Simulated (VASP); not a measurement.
Input:

```yaml
crystal:
  lattice:
    - [-1.58205, 1.58205, 1.58205]
    - [1.58205, -1.58205, 1.58205]
    - [1.58205, 1.58205, -1.58205]
  atoms:
    - { symbol: Mo, position: [0.00000, 0.00000, 0.00000] }
```

These are PBE GGA, VASP's PBE PAW potentials (set 64) (plane waves; VASP) values and carry that method's errors. Numerical set-up: 520 eV cut-off, Gaussian smearing of 0.050 eV, potentials Mo_sv.

**Question.** Give the energies of bands 5 to 10 at the high-symmetry points, in eV from the Fermi level.

**Answer.** 
```
band      Γ      H      N      P
----  -----  -----  -----  -----
5     -7.21  -5.36  -5.26  -2.61
6     -1.36  -5.36  -3.36  -2.61
7     -1.36   3.88   1.56  -2.61
8     -1.36   3.88   1.64   2.38
9      1.61   3.88   2.25   2.38
10     1.61   8.94   4.63   9.45
```

It has no gap at this level: it comes out as a metal or semimetal.

The compound is Mo in the bcc structure. It was relaxed first.
